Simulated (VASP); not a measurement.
Energy against volume of SrO (rock salt). Calculation: revTPSS meta-GGA, VASP's PBE PAW potentials (set 64) (plane waves; VASP).

```tsv
V (Å³/atom)	E (eV/atom)
16.332	-1.98440
16.853	-1.99978
17.374	-2.00482
17.895	-2.00112
18.416	-1.99001
```

**Question.** Fit a third-order Birch-Murnaghan equation of state.

**Answer.** 
| Property | Value |
|---|---|
| volume per atom | 17.40 Å³/atom |
| bulk modulus | 88.8 GPa |
| pressure derivative of the bulk modulus | 4.55 |
| lattice constant a | 5.183 Å |

Measured: bulk modulus 91.0 GPa at 300 K (computed value off by -2.4 %), a 5.160 Å at 300 K (computed value off by +0.4 %), as given by Juan A. Santana et al., The Journal of Chemical Physics (2016), arXiv:1608.06321. The calculation is for a static lattice, while the measured bulk modulus, a hold thermal and zero-point effects, which are part of the difference.

The compound is SrO in the rock salt structure. It was relaxed first.
